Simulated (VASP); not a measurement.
Zn:

```
CELL_PARAMETERS angstrom
2.52428 0.00000 0.00000
-1.26214 2.18609 0.00000
0.00000 0.00000 4.78004
ATOMIC_POSITIONS crystal
Zn 0.33333 0.66667 0.25000
Zn 0.66667 0.33333 0.75000
```

The cell isn't the ideal one: a relaxed cell with its volume scaled by 0.96.

```yaml
Program: VASP 6.6.1
Task: relaxation of shape and atoms at fixed volume
Functional: LDA
Potentials_or_basis: VASP PAW LDA potentials, release 64 (Zn)
Cutoff: 600 eV
k_mesh: 18 × 18 × 8
Occupations: methfessel-paxton, width 0.1 eV
Spin: no spin polarisation
```

At the start: pressure 4.7 GPa; volume 13.19 Å³/atom.

Where does the relaxation end?

Over 5 steps the energy falls by 2.1 meV/atom; space group P6_3/mmc (No. 194, to 0.05 Å).

Step by step:
```
step  energy change (eV)  largest force (eV/Å)  pressure (GPa)
   1              0.0000                0.0000            4.69
   2             -0.0023                0.0000            4.25
   3             -0.0035                0.0000            3.96
   4             -0.0038                0.0000            3.82
   5             -0.0043                0.0000            3.59
```

Final structure:
```
Zn
1.0
     2.55478    0.00000    0.00000
    -1.27739    2.21250    0.00000
     0.00000    0.00000    4.66660
Zn
2
Direct
  0.33333 0.66667 0.25000
  0.66667 0.33333 0.75000
```
